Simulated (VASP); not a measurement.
Output of a VASP run:

### OSZICAR
```
       N       E                     dE             d eps       ncg     rms          rms(c)
DAV:   1     0.501585413333E+01    0.50159E+01   -0.51166E+03   912   0.994E+02
DAV:   2    -0.152047785162E+02   -0.20221E+02   -0.19694E+02  1440   0.116E+02
DAV:   3    -0.153451405033E+02   -0.14036E+00   -0.14036E+00   928   0.128E+01
DAV:   4    -0.153453744751E+02   -0.23397E-03   -0.23397E-03  1224   0.571E-01
DAV:   5    -0.153453746540E+02   -0.17888E-06   -0.17888E-06   952   0.104E-02    0.540E+00
DAV:   6    -0.148621498362E+02    0.48322E+00   -0.42110E-01   984   0.563E+00    0.321E+00
DAV:   7    -0.146755507272E+02    0.18660E+00   -0.65724E-01  1208   0.685E+00    0.915E-01
DAV:   8    -0.146768722415E+02   -0.13215E-02   -0.53281E-03   944   0.938E-01    0.947E-02
DAV:   9    -0.146766871749E+02    0.18507E-03   -0.57544E-04   992   0.202E-01    0.312E-02
DAV:  10    -0.146766923509E+02   -0.51761E-05   -0.11882E-05  1032   0.512E-02    0.691E-03
DAV:  11    -0.146766924605E+02   -0.10952E-06   -0.95610E-07  1056   0.129E-02
   1 F= -.14676692E+02 E0= -.14676692E+02  d E =-.146767E+02
```

OUTCAR:
```
------------------------ aborting loop because EDIFF is reached ----------------------------------------
  FORCE on cell =-STRESS in cart. coord.  units (eV):
  Direction    XX          YY          ZZ          XY          YZ          ZX
  --------------------------------------------------------------------------------------
  Total       -0.0091500     -0.0091500     -0.0091500      0.0000000      0.0000000      0.0000000
  in kB       -1.2499214     -1.2499214     -1.2499214      0.0000000      0.0000000      0.0000000
  external PRESSURE =      -1.2499214 kB  Pullay stress =       0.0000000 kB
  volume of cell :       11.73
      direct lattice vectors                 reciprocal lattice vectors
     0.000000000  1.803322912  1.803322912    -0.277265928  0.277265928  0.277265928
     1.803322912  0.000000000  1.803322912     0.277265928 -0.277265928  0.277265928
     1.803322912  1.803322912  0.000000000     0.277265928  0.277265928 -0.277265928
 POSITION                                       TOTAL-FORCE (eV/Angst)
 -----------------------------------------------------------------------------------
      0.00000      0.00000      0.00000         0.000000     -0.000000      0.000000
      0.90166      0.90166      0.90166        -0.000000      0.000000     -0.000000
 -----------------------------------------------------------------------------------
    total drift:                                0.000000      0.000000      0.000000
  FREE ENERGIE OF THE ION-ELECTRON SYSTEM (eV)
  ---------------------------------------------------
  free  energy   TOTEN  =       -14.6766924605 eV

  energy  without entropy=      -14.6766924605  energy(sigma->0) =      -14.67669246

 reached required accuracy - stopping structural energy minimisation
```
(Selected blocks of OUTCAR.)

POSCAR:
```
C
1
   -0.0000000000     1.8033229124     1.8033229124
    1.8033229124     0.0000000000     1.8033229124
    1.8033229124     1.8033229124    -0.0000000000
C
2
Direct
  0.0000000000   0.0000000000   0.0000000000
  0.2500000000   0.2500000000   0.2500000000
```

Question: Write an INCAR and KPOINTS that could have produced this output.

Answer: Several could match; the one computed here: the input of the run itself, vdW-DF2, plane waves, VASP's PBE PAW potentials (set 64).

File KPOINTS:
```
Automatic mesh
0
Gamma
11 11 11
0 0 0
```

**INCAR**
```
! general
SYSTEM    =  C
PREC      =  Accurate
ENCUT     =  520   ! plane-wave cut-off (eV)
LREAL     =  F   ! projection in real space or not
LASPH     =  T

! electronic loop
EDIFF     =  1E-6   ! SCF stop (eV)
NELM      =  100
ALGO      =  Normal   ! blocked Davidson

! smearing
ISMEAR    =  0   ! Gaussian
SIGMA     =  0.05   ! width (eV)

! functional
GGA       =  ML
LUSE_VDW  =  T
AGGAC     =  0.0
ZAB_VDW   =  -1.8867

! ions
IBRION    =  2   ! conjugate gradients
NSW       =  60
ISIF      =  3
EDIFFG    =  -0.01   ! ionic stop

! output
LWAVE     =  F
LCHARG    =  F
```

POTCAR, in this order: C (PBE.64 set). Program: vasp_std.

The compound is C in the diamond structure. It was relaxed first. The start is the result of an earlier pass.
